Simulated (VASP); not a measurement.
Si2W (space group I4/mmm): the measured cell of entry 1532195 of the Crystallography Open Database is

```cif
data_Si2W
_chemical_formula_sum 'Si2 W1'
_space_group_name_H-M_alt 'P 1'
_space_group_IT_number 1
_cell_length_a 4.52671
_cell_length_b 4.52671
_cell_length_c 4.52671
_cell_angle_alpha 138.415
_cell_angle_beta 138.415
_cell_angle_gamma 60.268
loop_
_space_group_symop_operation_xyz
  'x, y, z'
loop_
_atom_site_label
_atom_site_type_symbol
_atom_site_fract_x
_atom_site_fract_y
_atom_site_fract_z
_atom_site_occupancy
Si1 Si 0.33470 0.33470 0.00000 1
Si2 Si 0.66530 0.66530 0.00000 1
W1 W 0.00000 0.00000 0.00000 1
```

The numbers are results of PBEsol GGA, VASP's PBE PAW potentials (set 64) (plane waves; VASP), not measurements. Run with 400 eV cut-off, 15×15×15 Γ-centred mesh, tetrahedra with Blöchl corrections, potentials Si W_sv.

The calculation is for a static lattice at zero pressure; the measurement, whose temperature isn't given here, holds thermal and zero-point expansion. The entry's conditions were not checked, so it may have been measured under pressure.

Task: How far does the relaxed conventional cell lie from the measured one?

Result: 
|  | measured | computed | difference |
|---|---|---|---|
| a (Å) | 3.214 | 3.203 | -0.3 % |
| c (Å) | 7.830 | 7.822 | -0.1 % |
| V (Å³/atom) | 13.48 | 13.38 | -0.7 % |

The structure comes from a measured Si2W entry (I4/mmm) of the Crystallography Open Database, whose conditions weren't checked. It was relaxed first. Symmetry was kept, so distortions that lower it aren't found.
